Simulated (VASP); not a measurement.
Energy against volume of CsPbBr3 (cubic perovskite). Method: PW91 GGA, VASP's PBE PAW potentials (set 64) (plane waves; VASP). Numerical set-up: 520 eV cut-off, 4×4×4 Γ-centred mesh, Gaussian smearing of 0.050 eV, potentials Cs_sv Pb_d Br.

```json
[
 {"V (Å³/atom)": "40.587", "E (eV/atom)": "-3.18954"},
 {"V (Å³/atom)": "41.883", "E (eV/atom)": "-3.19823"},
 {"V (Å³/atom)": "43.178", "E (eV/atom)": "-3.20142"},
 {"V (Å³/atom)": "44.473", "E (eV/atom)": "-3.19997"}
]
```

Task: Fit these four points and predict the energy of the run at 45.769 Å³/atom.

Result: A cubic in V^(−2/3), the third-order Birch-Murnaghan form, passes through the four points with V0 = 43.39 Å³/atom and B0 = 19 GPa, and gives -3.1946 eV/atom there. The run gave -3.1946 eV/atom, -0.0 meV/atom from the fit; all five points give B0 = 19 GPa.

The compound is CsPbBr3 in the cubic perovskite structure, the ideal cubic form; the compound distorts at low or room temperature. It was relaxed first, which changed the volume by +7 %.
